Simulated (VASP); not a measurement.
Consider the following.

```xyz
2
Lattice="4.1689 -2.2806 -0.0024 4.1689 2.2806 -0.0024 2.9234 0.0000 3.7462" Properties=species:S:1:pos:R:3 pbc="T T T"
Bi     2.6511     0.0000     0.8808
Bi     8.6100     0.0000     2.8606
```

Computed with rev-vdW-DF2, VASP's PBE PAW potentials (set 64) (plane waves; VASP 6.6.1). Settings: 520 eV cut-off, 11×11×11 Γ-centred mesh, tetrahedra with Blöchl corrections, potentials Bi_d.

Unless said otherwise, spin-orbit coupling is left out, though it shifts the bands of the heavy elements here.

Estimate the energy per atom (σ→0), band gap (on the k-mesh) with the smallest direct gap where there is one.

```yaml
band gap (on the k-mesh): none (metal, semimetal or under 0.01 eV)
energy per atom (σ→0): -947 meV/atom
```

Only differences to runs with the same potentials and settings are physical.

The compound is Bi in the a7 structure. It was relaxed first.
